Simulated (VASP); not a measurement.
# Titanium under strain, part 2 of 3

Aim: follow the pressure of Titanium through compression, expansion and shear. All runs use PBEsol. Left out of this account: 1 further run (self-consistent run: a reference on another mesh). This is not the structure that Ti takes at ambient conditions. The start is a cell from a database of measured crystal structures.

VASP 6.6.1; PBEsol; plane waves and PAW (Ti_sv).

So far, pressure (GPa): step 2 (bands, cell as listed) -7.59; step 3 (cell volume +4.0 %) -10.7.

**4. Bands, volume times 1.08**

The cell is expanded evenly, with fractional positions held.

Contents of INCAR:

```
SYSTEM = Ti
PREC = Accurate
ENCUT = 400
EDIFF = 1E-06
NELM = 100
ISMEAR = -1
SIGMA = 0.05
LREAL = .FALSE.
ALGO = Normal
GGA = PS
NBANDS = 17
LASPH = .TRUE.
LORBIT = 11
LWAVE = .FALSE.
LCHARG = .FALSE.
KPAR = 2
```

Contents of POSCAR:

```
Ti
1.0
   -1.6836423171      1.6836423171      1.6836423171
    1.6836423171     -1.6836423171      1.6836423171
    1.6836423171      1.6836423171     -1.6836423171
Ti
1
Direct
    0.0000000000      0.0000000000      0.0000000000
```

Contents of KPOINTS:

```
Automatic mesh
0
Gamma
16 16 16
0 0 0
```

Contents of KPOINTS_OPT:

```
Line mode
16
Line-mode
Reciprocal
  0.00000000   0.00000000   0.00000000 GAMMA
  0.50000000  -0.50000000   0.50000000 H

  0.50000000  -0.50000000   0.50000000 H
  0.00000000   0.00000000   0.50000000 N

  0.00000000   0.00000000   0.50000000 N
  0.00000000   0.00000000   0.00000000 GAMMA

  0.00000000   0.00000000   0.00000000 GAMMA
  0.25000000   0.25000000   0.25000000 P

  0.25000000   0.25000000   0.25000000 P
  0.50000000  -0.50000000   0.50000000 H

  0.25000000   0.25000000   0.25000000 P
  0.00000000   0.00000000   0.50000000 N
```

The projector-augmented-wave data sets are Ti_sv (PBE family, release 64).

Started as:

```console
> mpirun -np 2 vasp_std
```

The program printed:

```text
[... set-up lines as in an earlier step ...]
 entering main loop
       N       E                     dE             d eps       ncg     rms          rms(c)
DAV:   1     0.802889709187E+02    0.80289E+02   -0.49465E+03  5018   0.700E+02
DAV:   2    -0.594304327903E+01   -0.86232E+02   -0.82555E+02  5297   0.209E+02
DAV:   3    -0.944204172085E+01   -0.34990E+01   -0.34736E+01  5633   0.449E+01
DAV:   4    -0.949944924324E+01   -0.57408E-01   -0.57369E-01  5793   0.553E+00
DAV:   5    -0.950035768625E+01   -0.90844E-03   -0.90841E-03  5548   0.626E-01    0.810E+00
DAV:   6    -0.812586736590E+01    0.13745E+01   -0.18805E+00  5112   0.176E+01    0.172E+00
DAV:   7    -0.812246913375E+01    0.33982E-02   -0.91345E-02  5796   0.177E+00    0.124E+00
DAV:   8    -0.812685501183E+01   -0.43859E-02   -0.43080E-02  5070   0.212E+00    0.288E-01
DAV:   9    -0.812558503362E+01    0.12700E-02   -0.31111E-03  5773   0.664E-01    0.820E-02
DAV:  10    -0.812569267700E+01   -0.10764E-03   -0.22773E-04  5400   0.115E-01    0.112E-02
DAV:  11    -0.812569301139E+01   -0.33438E-06   -0.10863E-05  5984   0.263E-02    0.784E-03
DAV:  12    -0.812569291759E+01    0.93801E-07   -0.19813E-06  6334   0.128E-02
   1 F= -.81256929E+01 E0= -.81147049E+01  d E =-.219760E-01
 Start KPOINTS_OPT (optional k-point list driver)
k-point batch [1-96\96]
       N       E                     dE             ncg
DAV:   1    -0.125539342503E+05   -0.49921E+05     3320
DAV:   2    -0.210791634955E+05   -0.85252E+04     3525
DAV:   3    -0.214283582999E+05   -0.34919E+03     3809
DAV:   4    -0.214337834569E+05   -0.54252E+01     3910
DAV:   5    -0.214338819552E+05   -0.98498E-01     3683
DAV:   6    -0.214338844233E+05   -0.24681E-02     3924
DAV:   7    -0.214338845030E+05   -0.79732E-04     3669
DAV:   8    -0.214338845058E+05   -0.27621E-05     2905
DAV:   9    -0.214338845059E+05   -0.13916E-06     2018
```

Run time: 17 s. Hardware: 2 MPI ranks of AMD EPYC 7R43, shared host; peak memory 0.25 GiB; 33 s of CPU time.

OUTCAR, selected parts (step 4):

```text
  LATTYP: Found a body centered cubic cell.
 ALAT       =     3.3672846342

The static configuration has the point symmetry O_h .

 Found    145 irreducible k-points:

   ENCUT  =  400.0 eV  29.40 Ry    5.42 a.u.   4.76  4.76  4.76*2*pi/ulx,y,z

   NELECT =      12.0000    total number of electrons

 E-fermi :   7.0218

 k-point     1 :       0.0000    0.0000    0.0000
  band No.  band energies     occupation
      1     -49.4603      2.00000
      2     -25.5127      2.00000
      3     -25.5127      2.00000
      4     -25.5127      2.00000
      5       1.3045      2.00000
      6       7.9182      0.00000
      7       7.9182      0.00000
      8       7.9182      0.00000
      9       9.4918      0.00000
     10       9.4918      0.00000
    ...

 k-point     2 :       0.0625    0.0000    0.0000
  band No.  band energies     occupation
      1     -49.4561      2.00000
      2     -25.5324      2.00000
      3     -25.5189      2.00000
      4     -25.5128      2.00000
      5       1.4298      2.00000
      6       7.8652      0.00000
      7       7.9043      0.00000
      8       8.0047      0.00000
      9       9.4315      0.00000
     10       9.4960      0.00000
    ...

  Total       -1.5926120     -1.5926120     -1.5926120     -0.0000000     -0.0000000     -0.0000000
  in kB     -133.6629571   -133.6629571   -133.6629571     -0.0000000     -0.0000000     -0.0000000
  external PRESSURE =    -133.6629571 kB  Pullay stress =       0.0000000 kB

  energy-cutoff  :      400.00
  volume of cell :       19.09
      direct lattice vectors                 reciprocal lattice vectors
    -1.683642317  1.683642317  1.683642317     0.000000000  0.296975192  0.296975192
     1.683642317 -1.683642317  1.683642317     0.296975192  0.000000000  0.296975192
     1.683642317  1.683642317 -1.683642317     0.296975192  0.296975192  0.000000000

 POSITION                                       TOTAL-FORCE (eV/Angst)
 -----------------------------------------------------------------------------------
      0.00000      0.00000      0.00000         0.000000     -0.000000      0.000000
 -----------------------------------------------------------------------------------
    total drift:                               -0.000000     -0.000000      0.000000

  FREE ENERGIE OF THE ION-ELECTRON SYSTEM (eV)
  ---------------------------------------------------
  free  energy   TOTEN  =        -8.1256929176 eV

  energy  without entropy=       -8.1037168754  energy(sigma->0) =       -8.11470490

 total charge
# of ion       s       p       d       tot
------------------------------------------
    1        2.225   6.095   1.845  10.165

[... 4 parts as in an earlier step ...]

[... 6 further parts left out ...]
```

Numbers from this step:

```yaml
free_energy_toten: -8.126 eV
energy_at_zero_smearing: -8.115 eV
fermi_energy: 7.022 eV
pressure: -13.37 GPa
```

Electronic bands along the path, in eV, zero at the Fermi level; # counts the bands kept, so #1 is VASP's band 5:

| point | #1 | #2 | #3 | #4 | #5 | #6 |
| --- | --- | --- | --- | --- | --- | --- |
| Γ | -5.72 | 0.90 | 0.90 | 0.90 | 2.47 | 2.47 |
| 0.47 of the way | -2.88 | 0.34 | 1.08 | 1.08 | 1.98 | 3.09 |
| H | -1.81 | -1.81 | 3.49 | 3.49 | 3.49 | 7.63 |
| 0.53 of the way | -1.38 | -0.80 | 0.93 | 1.64 | 3.66 | 5.24 |
| N | -2.24 | -0.32 | 0.90 | 2.44 | 2.75 | 3.80 |
| 0.47 of the way | -3.76 | 0.18 | 0.37 | 2.23 | 2.29 | 2.57 |
| Γ | -5.72 | 0.90 | 0.90 | 0.90 | 2.47 | 2.47 |
| 0.47 of the way | -3.45 | 0.03 | 0.03 | 2.45 | 2.45 | 2.82 |
| P | -0.57 | -0.57 | -0.57 | 2.80 | 2.80 | 8.27 |
| 0.47 of the way | -0.70 | -0.70 | -0.39 | 2.66 | 2.66 | 7.20 |
| H | -1.81 | -1.81 | 3.49 | 3.49 | 3.49 | 7.63 |
| jump to P | -0.57 | -0.57 | -0.57 | 2.80 | 2.80 | 8.27 |
| 0.47 of the way | -1.40 | -0.53 | 0.03 | 2.63 | 2.78 | 5.55 |
| N | -2.24 | -0.32 | 0.90 | 2.44 | 2.75 | 3.80 |

The electronic bands as a text plot (rows in eV, shown from -5.7 to 2.4 only):

```
    2.2 | *    * *          *   *****     *
    1.9 |  * **         * **      *      *
    1.5 |   *   *       **         *                    *
    1.2 |  ** **                    *  **              *
    0.9 |*****           *   *     ******                       *
    0.5 |                   * ** ***     *            *        *
    0.2 |     *           **    **        *                   *
   -0.2 |      *          * *****          **               **
   -0.5 |       *                            *********     ******
   -0.8 |                *                    *  *****      *
   -1.2 |        *      *                    *        **     *
   -1.5 |        ***  *****                             *
   -1.8 |       *  ***     *                             **   **
   -2.2 |      *            ***             *                   *
   -2.5 |                      *
   -2.9 |     *                 *          *
   -3.2 |
   -3.5 |    *
   -3.9 |                        *        *
   -4.2 |
   -4.5 |   *                     *      *
   -4.9 |                          *
   -5.2 |  *                            *
   -5.5 |**                         ****
         Γ           H       N        Γ         P        H|P    N
```

 The pressure is -13.37 GPa.

Of the bands kept, 2 cross the Fermi level on this path.

**5. Bands, sheared, principal strains -2.0, +0.4, +1.7 %**

The cell is sheared at fixed volume, which lowers its symmetry.

INCAR is that of step 4.

Contents of POSCAR:

```
Ti
1.0
   -1.5951800000      1.6417720000      1.6355890000
    1.6316270000     -1.6549660000      1.6852310000
    1.5965840000      1.6563700000     -1.6487840000
Ti
1
Direct
    0.0000000000      0.0000000000      0.0000000000
```

KPOINTS is that of step 4.

Contents of KPOINTS_OPT:

```
Line mode
16
Line-mode
Reciprocal
  0.00000000   0.50000000  -0.50000000 X
  0.00000000   0.00000000   0.00000000 GAMMA

  0.00000000   0.00000000   0.00000000 GAMMA
  0.50000000  -0.50000000   0.00000000 Y

  0.50000000   0.00000000  -0.50000000 L
  0.00000000   0.00000000   0.00000000 GAMMA

  0.00000000   0.00000000   0.00000000 GAMMA
 -0.50000000   0.00000000   0.00000000 Z

 -0.50000000   0.50000000  -0.50000000 N
  0.00000000   0.00000000   0.00000000 GAMMA

  0.00000000   0.00000000   0.00000000 GAMMA
  0.00000000  -0.50000000   0.00000000 M

  0.00000000   0.00000000  -0.50000000 R
  0.00000000   0.00000000   0.00000000 GAMMA
```

Started as:

```console
> mpirun -np 2 vasp_std
```

The program printed:

```text
[... set-up lines as in an earlier step ...]
 entering main loop
       N       E                     dE             d eps       ncg     rms          rms(c)
DAV:   1     0.798008386472E+02    0.79801E+02   -0.49706E+03 71485   0.716E+02
DAV:   2    -0.595952893275E+01   -0.85760E+02   -0.82029E+02 74849   0.210E+02
DAV:   3    -0.937893844494E+01   -0.34194E+01   -0.33947E+01 79941   0.450E+01
DAV:   4    -0.943165967239E+01   -0.52721E-01   -0.52689E-01 80976   0.528E+00
DAV:   5    -0.943245180214E+01   -0.79213E-03   -0.79208E-03 79108   0.569E-01    0.854E+00
DAV:   6    -0.821126216884E+01    0.12212E+01   -0.15158E+00 72937   0.167E+01    0.192E+00
DAV:   7    -0.820611328996E+01    0.51489E-02   -0.92858E-02 86509   0.206E+00    0.130E+00
DAV:   8    -0.821359079443E+01   -0.74775E-02   -0.49082E-02 71418   0.223E+00    0.316E-01
DAV:   9    -0.821216738595E+01    0.14234E-02   -0.38449E-03 79347   0.732E-01    0.949E-02
DAV:  10    -0.821229724048E+01   -0.12985E-03   -0.24938E-04 76912   0.117E-01    0.185E-02
DAV:  11    -0.821229931937E+01   -0.20789E-05   -0.13340E-05 80223   0.225E-02    0.773E-03
DAV:  12    -0.821229889419E+01    0.42518E-06   -0.55179E-07 62419   0.772E-03
   1 F= -.82122989E+01 E0= -.82025667E+01  d E =-.194644E-01
 Start KPOINTS_OPT (optional k-point list driver)
k-point batch [1-112\112]
       N       E                     dE             ncg
DAV:   1     0.100557076412E+05   -0.41773E+05     3872
DAV:   2     0.371865522857E+02   -0.10019E+05     4112
DAV:   3    -0.423046068236E+03   -0.46023E+03     4568
DAV:   4    -0.431324897897E+03   -0.82788E+01     4334
DAV:   5    -0.431498309310E+03   -0.17341E+00     4372
DAV:   6    -0.431503351312E+03   -0.50420E-02     4310
DAV:   7    -0.431503526900E+03   -0.17559E-03     4335
DAV:   8    -0.431503533177E+03   -0.62762E-05     3016
DAV:   9    -0.431503533443E+03   -0.26601E-06     2294
```

The job ended after 2.5 min (2 MPI ranks; peak memory 1.2 GiB; 4.9 min of CPU time).

OUTCAR, selected parts (step 5):

```text
   k-points           NKPTS =   2052   k-points in BZ     NKDIM =   2052   number of bands    NBANDS=     17

   ENCUT  =  400.0 eV  29.40 Ry    5.42 a.u.   4.59  4.68  4.62*2*pi/ulx,y,z

   NELECT =      12.0000    total number of electrons

 E-fermi :   7.7823

 k-point     1 :       0.0000    0.0000    0.0000
  band No.  band energies     occupation
      1     -48.5438      2.00000
      2     -24.5380      2.00000
      3     -24.5226      2.00000
      4     -24.5049      2.00000
      5       1.8921      2.00000
      6       8.5841      0.00000
      7       8.7704      0.00000
      8       8.8911      0.00000
      9      10.3795      0.00000
     10      10.5897      0.00000
    ...

  Total       -0.8774045     -0.8161334     -0.8054812      0.0005332      0.0300970     -0.0924253
  in kB      -79.5288394    -73.9751669    -73.0096354      0.0483281      2.7280193     -8.3775272
  external PRESSURE =     -75.5045472 kB  Pullay stress =       0.0000000 kB

 POSITION                                       TOTAL-FORCE (eV/Angst)
 -----------------------------------------------------------------------------------
      0.00000      0.00000      0.00000         0.000000      0.000000      0.000000
 -----------------------------------------------------------------------------------
    total drift:                               -0.000000     -0.000000      0.000000

  FREE ENERGIE OF THE ION-ELECTRON SYSTEM (eV)
  ---------------------------------------------------
  free  energy   TOTEN  =        -8.2122988942 eV

  energy  without entropy=       -8.1928344745  energy(sigma->0) =       -8.20256668

[... 1 part as in an earlier step ...]

[... 14 further parts left out ...]
```

The path and its labels are those of the sheared lattice, so a letter need not mean the same point as in the unstrained cell.

Numbers from this step:

| Property | Result |
| --- | --- |
| irreducible k-points | 2052 |
| symmetry operations | 2 |
| free energy (TOTEN) | -8.212 eV |
| energy at zero smearing | -8.203 eV |
| Fermi energy | 7.782 eV |
| pressure | -7.550 GPa |

The electronic bands at the labelled points (eV, zero at the Fermi level; # counts the bands kept, so #1 is VASP's band 5):

```csv
point,#1,#2,#3,#4,#5
X,-2.42,-0.26,0.93,2.57,3.00
0.53 of the way,-4.28,0.37,0.44,2.24,2.31
Γ,-5.89,0.80,0.99,1.11,2.60
0.47 of the way,-4.22,0.24,0.56,2.16,2.48
Y,-2.41,-0.48,1.19,2.75,3.09
jump to L,-2.40,-0.39,1.29,2.63,3.01
0.47 of the way,-3.78,0.20,0.48,2.39,2.47
Γ,-5.89,0.80,0.99,1.11,2.60
0.47 of the way,-4.26,0.43,0.49,2.21,2.25
Z,-2.41,-0.23,1.04,2.53,2.94
jump to N,-2.08,-2.01,3.75,3.84,3.96
0.53 of the way,-2.94,0.29,1.10,1.28,2.18
Γ,-5.89,0.80,0.99,1.11,2.60
0.47 of the way,-4.27,0.21,0.46,2.23,2.52
M,-2.43,-0.46,0.98,2.75,3.15
jump to R,-2.41,-0.49,1.17,2.76,3.10
0.53 of the way,-4.23,0.23,0.55,2.16,2.49
Γ,-5.89,0.80,0.99,1.11,2.60
```

The electronic bands as a text plot (rows in eV, shown from -5.9 to 2.7 only):

```
    2.5 |**** ********  **** *****  ****    *   *******     *****
    2.2 |    *              *     **      *    *     *       *
    1.8 |    *     *        *     *       ** **     *
    1.4 |     *   *          *   *         ** *    *          *
    1.1 |      ****    **    ****      *     *******     *     **
    0.7 |*   *******  *  *  *******   *      ********   * *  ****
    0.4 | ****     ***    ***      ***              ****   ****
    0.0 | **        **    *         **                *     *
   -0.3 |*            ****            **    *          *****
   -0.7 |                                  *
   -1.1 |                                 *
   -1.4 |
   -1.8 |                               ***
   -2.1 |                                  *
   -2.5 |**           ****            **    *           ***
   -2.9 |                 *          *                 *   *
   -3.2 |  *         *
   -3.6 |                           *        *        *     *
   -3.9 |   *       *      *
   -4.3 |                          *          *      *       *
   -4.6 |    *     *        *     *
   -5.0 |                                           *         *
   -5.4 |     *   *          *   *             *
   -5.7 |      ***            ***               ****           **
         X      Γ      Y|L     Γ      Z|N        Γ      M|R     Γ
```

 The pressure is -7.55 GPa, and the symmetry operations fall from 48 to 2.

(Part 2 of 3 ends here.)

[Lines on the potential files, build, host, timing and source positions are cut from VASP's logs without a mark.]

[Logs are printed without paths, hosts, clocks, repeated set-up lines and the standing remarks that a program may print on its own settings, such as how far it seeks lower states.]

[Hosts, paths, dates, database ids (printed as entryN), source tags and the programs' standing remarks are cut or masked in the printed files.]

[A measured line is paired with the nearest computed mode of its activity, which favours agreement.]
